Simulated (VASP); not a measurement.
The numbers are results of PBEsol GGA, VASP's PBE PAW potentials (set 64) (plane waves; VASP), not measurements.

The input files of a VASP run:

**POSCAR**
```
FeO
1.0
  3.0377012350   0.0000000000   0.0000000000
 -1.5188506175   2.6307267853   0.0000000000
  0.0000000000   0.0000000000   5.6920292388
Fe O
2 2
Direct
  0.3333330000   0.6666670000   0.0208284135
  0.6666670000   0.3333330000   0.5208284135
  0.3333330000   0.6666670000   0.3541715865
  0.6666670000   0.3333330000   0.8541715865
```

File KPOINTS:
```
Regular mesh
0
gamma
  10 10 5
0 0 0
```

INCAR:
```
SYSTEM = FeO
PREC = Accurate
ENCUT = 520
EDIFF = 1E-6
NELM = 100
ALGO = Normal
LREAL = .FALSE.
LASPH = .TRUE.
ISMEAR = 1
SIGMA = 0.1
GGA = PS
LMAXMIX = 4
ISPIN = 2
MAGMOM = 4.0 4.0 0.0 0.0
LORBIT = 10
LWAVE = .FALSE.
LCHARG = .FALSE.
IBRION = 2
ISIF = 3
NSW = 60
EDIFFG = -0.02
```

POTCAR, in this order: Fe O (PBE.64 set). Program: vasp_std.

The moments were started parallel, and other spin orders were not tried in this run.

Q: Predict the energy per atom (σ→0), cell moment, band gap (on the k-mesh).

A: 
The energy per atom (σ→0) comes out as -7.915 eV/atom and the cell moment comes out as 8.00 μB. The band gap (on the k-mesh) is none (metal, semimetal or under 0.01 eV).

OSZICAR:
```
...
DAV:   9    -0.316275452275E+02    0.11366E+00   -0.48538E-01  6480   0.132E+01    0.306E+00
DAV:  10    -0.316641172152E+02   -0.36572E-01   -0.16262E-01  5148   0.659E+00    0.845E-01
DAV:  11    -0.316582623612E+02    0.58549E-02   -0.34185E-02  5790   0.225E+00    0.247E-01
DAV:  12    -0.316588633734E+02   -0.60101E-03   -0.24672E-03  4768   0.547E-01    0.949E-02
DAV:  13    -0.316588520685E+02    0.11305E-04   -0.13593E-04  4548   0.103E-01    0.400E-02
DAV:  14    -0.316588533179E+02   -0.12494E-05   -0.54062E-05  4592   0.639E-02    0.191E-02
DAV:  15    -0.316588526152E+02    0.70272E-06   -0.77075E-06  4176   0.393E-02
   1 F= -.31658853E+02 E0= -.31659138E+02  d E =-.316589E+02  mag=     8.0023
```

The structure was generated: FeO was put into the wurtzite type (P6_3mc), which need not be its known phase. It was relaxed first. The start is the result of an earlier pass.
